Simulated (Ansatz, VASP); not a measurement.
MgW in VASP and in Ansatz

File INCAR:

```
ALGO     = Normal         # electronic algorithm
EDIFF    = 1E-6           # SCF threshold, eV
ENCUT    = 520            # plane-wave cutoff, eV
GGA      = PE             # functional
ISIF     = 2              # what is computed and relaxed
ISMEAR   = 0              # smearing method
LASPH    = True           # aspherical terms in the spheres
LCHARG   = False          # write CHGCAR
LREAL    = False          # projectors in reciprocal space
LWAVE    = False          # write WAVECAR
NBANDS   = 24             # bands
NELM     = 100            # most SCF steps
PREC     = Accurate       # precision mode
SIGMA    = 0.1            # smearing width, eV
```

KPOINTS

```
k-points
0
Gamma
  6 6 6
```

Contents of POSCAR:

```
MgW
1.0
    0.0000000000      3.2297193000      3.2297193000
    3.2297193000      0.0000000000      3.2297193000
    3.2297193000      3.2297193000      0.0000000000
Mg W
2 2
Direct
    0.0000000000      0.0000000000      0.0000000000
    0.2500000000      0.2500000000      0.2500000000
    0.5000000000      0.5000000000      0.5000000000
    0.7500000000      0.7500000000      0.7500000000
```

Input for Ansatz:

```yaml
crystal:
  lattice:
    - [0.0, 3.2297193, 3.2297193]
    - [3.2297193, 0.0, 3.2297193]
    - [3.2297193, 3.2297193, 0.0]
  atoms:
    - { symbol: Mg, position: [0.0, 0.0, 0.0] }
    - { symbol: Mg, position: [0.25, 0.25, 0.25] }
    - { symbol: W, position: [0.5, 0.5, 0.5] }
    - { symbol: W, position: [0.75, 0.75, 0.75] }
basis:
  ecutwfc: 420
kpoints:
  mp_grid: { grid: [6, 6, 6] }
hamiltonian:
  xc: pbe
scf:
  occupations: { method: gaussian, width: 0.1 }
  lower_state_search: "off"
output:
  forces: true
  stress: true
  eigenvalues: true
```

Change from the starting cell: species swapped into the LiGa type (Fd-3m, No. 227).

Alike in both runs: task single point; functional PBE; k mesh 6 × 6 × 6; occupations gaussian, width 0.1 eV; no spin polarisation.

```csv
,VASP,Ansatz
version,VASP 6.6.1,Ansatz 0.2.0
potentials or method,"VASP PAW PBE potentials, release 64 (Mg, W_sv)","scalar-relativistic, plane waves, PAW"
plane-wave cutoff (eV),520,420
valence electrons in the cell,32,48
```

|  | VASP | Ansatz | Ansatz less VASP |
| --- | --- | --- | --- |
| gap on the k mesh at the Fermi level (eV) | none | none | - |
| pressure (GPa) | 0.9 | 0.9 | -0.03 |

A gap of «none» marks a metal or a gap that the smearing closes. The two sets of potentials don't hold the same shells in valence.

The runs have no spin-orbit coupling, so splittings on W are missing.
